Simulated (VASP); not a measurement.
The system is CuF.

```xyz
2
Lattice="2.4710 0.0000 0.0000 0.0000 2.4710 0.0000 0.0000 0.0000 3.4165" Properties=species:S:1:pos:R:3 pbc="T T T"
Cu    0.0000    0.0000    0.0000
F     1.2355    1.2355    1.7083
```

The cell was built by a generator and needn't be a form met in nature.

| Item | Value |
| --- | --- |
| Program | VASP 6.6.1 |
| Task | relaxation of cell and atoms |
| Functional | PBE |
| Potentials or basis | VASP PAW PBE potentials, release 64 (Cu, F) |
| Cutoff | 600 eV |
| k mesh | 11 × 11 × 8 |
| Occupations | gaussian, width 0.05 eV |
| Spin | no spin polarisation |

At the start: pressure 4.2 GPa; volume 10.43 Å³/atom.

Problem. Where does the relaxation end?

Solution. Over 12 steps the energy falls by 114.8 meV/atom and the volume is 10.86 Å³/atom (+4.1 %); space group Pm-3m (No. 221, to 0.05 Å).

Step by step:
| step | energy change (eV) | largest force (eV/Å) | pressure (GPa) | volume (Å³) |
| --- | --- | --- | --- | --- |
| 1 | 0.0000 | 0.0000 | 4.18 | 20.86 |
| 2 | -0.1234 | 0.0000 | 0.04 | 21.65 |
| 3 | -0.1795 | 0.0000 | -2.89 | 22.39 |
| 4 | -0.1825 | 0.0000 | -7.17 | 23.65 |
| 5 | -0.1942 | 0.0000 | -4.73 | 22.94 |
| 6 | -0.2232 | 0.0000 | 0.02 | 21.71 |
| 7 | -0.2238 | 0.0000 | 1.00 | 21.50 |
| 8 | -0.2267 | 0.0000 | 0.72 | 21.57 |
| 9 | -0.2292 | 0.0000 | 0.23 | 21.66 |
| 10 | -0.2271 | 0.0000 | -0.74 | 21.82 |
| 11 | -0.2297 | 0.0000 | -0.09 | 21.71 |
| 12 | -0.2297 | 0.0000 | -0.06 | 21.72 |

Final structure:
```
Cu F
1.0
     2.77631    0.00000    0.00000
     0.00000    2.77631    0.00000
     0.00000    0.00000    2.81732
Cu F
1 1
Direct
  0.00000 0.00000 0.00000
  0.50000 0.50000 0.50000
```

Caveat: the run has no spin polarisation, though such a crystal can be magnetic.
